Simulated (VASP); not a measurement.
These are PBE GGA with D3 dispersion (Becke-Johnson damping), VASP's PBE PAW potentials (set 64) (plane waves; VASP) values and carry that method's errors.

Input for VASP

File POSCAR:
```
ZnSe
1
   -0.0000000000     2.8303927732     2.8303927732
    2.8303927732     0.0000000000     2.8303927732
    2.8303927732     2.8303927732    -0.0000000000
Zn Se
1 1
Direct
  1.0000000000   1.0000000000   1.0000000000
  0.2500000000   0.2500000000   0.2500000000
```

INCAR:
```
SYSTEM = ZnSe
PREC = Accurate
ENCUT = 520
EDIFF = 1E-7
NELM = 100
ALGO = Normal
LREAL = .FALSE.
LASPH = .TRUE.
ISMEAR = 0
SIGMA = 0.05
GGA = PE
IVDW = 12
LMAXMIX = 4
LWAVE = .FALSE.
LCHARG = .FALSE.
LORBIT = 11
ICHARG = 11
```

### KPOINTS
```
k-points along high-symmetry lines
15
Line-mode
Reciprocal
  0.000000   0.000000   0.000000 ! GAMMA
 -0.500000  -0.500000   0.000000 ! X

 -0.500000  -0.500000   0.000000 ! X
 -0.375000  -0.375000   0.250000 ! U

 -0.375000  -0.000000   0.375000 ! K
  0.000000   0.000000   0.000000 ! GAMMA

  0.000000   0.000000   0.000000 ! GAMMA
 -0.000000   0.000000   0.500000 ! L

 -0.000000   0.000000   0.500000 ! L
 -0.500000  -0.250000   0.250000 ! W

 -0.500000  -0.250000   0.250000 ! W
 -0.500000  -0.500000   0.000000 ! X
```

POTCAR, in this order: Zn Se (PBE.64 set). Program: vasp_std. Read from the step before: CHGCAR.

Output of the run:

**OSZICAR**
```
       N       E                     dE             d eps       ncg     rms          rms(c)
DAV:   1     0.860628416009E+02    0.86063E+02   -0.91706E+03  2340   0.160E+03
DAV:   2     0.712223145014E+00   -0.85351E+02   -0.81025E+02  2515   0.280E+02
DAV:   3    -0.489485843246E+01   -0.56071E+01   -0.55185E+01  2875   0.689E+01
DAV:   4    -0.495073431744E+01   -0.55876E-01   -0.55850E-01  2585   0.717E+00
DAV:   5    -0.495102228945E+01   -0.28797E-03   -0.28796E-03  2805   0.480E-01
DAV:   6    -0.495102478056E+01   -0.24911E-05   -0.24911E-05  2665   0.454E-02
DAV:   7    -0.495102481318E+01   -0.32613E-07   -0.32612E-07  2764   0.461E-03
   1 F= -.55981586E+01 E0= -.55981586E+01  d E =-.416212E-14
```

### OUTCAR
```
 val. band max:        1.6437969055   @ k =   0.0000   0.0000   0.0000

 cond. band min:       2.9489135168   @ k =   0.0000   0.0000   0.0000



 k-point     1 :       0.0000    0.0000    0.0000
  band No.  band energies     occupation
      1     -11.6387      2.00000
      2      -4.9149      2.00000
      3      -4.9149      2.00000
      4      -4.9149      2.00000
      5      -4.5418      2.00000
      6      -4.5418      2.00000
      7       1.6438      2.00000
      8       1.6438      2.00000
      9       1.6438      2.00000
     10       2.9489      0.00000
     11       7.4434      0.00000
     12       7.4434      0.00000
     13       7.4434      0.00000

 k-point     2 :      -0.0357   -0.0357    0.0000
  band No.  band energies     occupation
      1     -11.6273      2.00000
      2      -4.9157      2.00000
      3      -4.9124      2.00000
      4      -4.9124      2.00000
      5      -4.5428      2.00000
      6      -4.5411      2.00000
      7       1.4418      2.00000
      8       1.6042      2.00000
      9       1.6042      2.00000
     10       3.1630      0.00000
     11       7.3641      0.00000
     12       7.5029      0.00000
     13       7.5029      0.00000

 k-point     3 :      -0.0714   -0.0714    0.0000
  band No.  band energies     occupation
      1     -11.5936      2.00000
      2      -4.9181      2.00000
      3      -4.9049      2.00000
      4      -4.9049      2.00000
      5      -4.5458      2.00000
      6      -4.5393      2.00000
      7       1.0262      2.00000
      8       1.4911      2.00000
      9       1.4911      2.00000
     10       3.6121      0.00000
     11       7.1519      0.00000
     12       7.6756      0.00000
     13       7.6756      0.00000

 k-point     4 :      -0.1071   -0.1071    0.0000
  band No.  band energies     occupation
      1     -11.5385      2.00000
      2      -4.9216      2.00000
      3      -4.8926      2.00000
      4      -4.8926      2.00000
...
```

The density is held fixed in this step, so its total energy and stress have no physical meaning.

The compound is ZnSe in the zinc blende structure. It was relaxed first.
